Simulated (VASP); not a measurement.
Wanted: the native input for a VASP 6.6.1 run.

```yaml
Task: single point
Functional: PBE
Potentials_or_basis: VASP PAW PBE potentials, release 64 (Cu)
Cutoff: 520 eV
k_mesh: 10 × 10 × 10
Occupations: gaussian, width 0.1 eV
Spin: no spin polarisation
Further_INCAR_settings: ALGO = Fast; EDIFF = 1e-07
```

The structure of Cu lies in POSCAR:

```
Cu
1.0
    0.0000000000      1.8075000000      1.8075000000
    1.8075000000      0.0000000000      1.8075000000
    1.8075000000      1.8075000000      0.0000000000
Cu
1
Direct
    0.0000000000      0.0000000000      0.0000000000
```

These files were run (other wordings do the same):

INCAR

```
SYSTEM = Cu
ALGO = Fast
EDIFF = 1E-7
ENCUT = 520
GGA = PE
ISIF = 2
ISMEAR = 0
LASPH = .TRUE.
LCHARG = .FALSE.
LREAL = .FALSE.
LWAVE = .FALSE.
NELM = 60
PREC = Accurate
SIGMA = 0.1
```

KPOINTS

```
k-points
0
G
  10 10 10
  0 0 0
```

Potentials or basis: VASP PAW PBE potentials, release 64 (Cu).

Launch:

```bash
$ cat potpaw_PBE.64/Cu/POTCAR > POTCAR
$ mpirun -np 1 vasp_std > vasp.out
```

It gave:

```
Pressure               : 2.5 GPa
Band gap on the k mesh : none (metal or under the smearing width)
```

Wall time 6 s on 1 thread of Intel(R) Xeon(R) Platinum 8488C (Sapphire Rapids), on a shared host, peak memory 0.12 GiB.
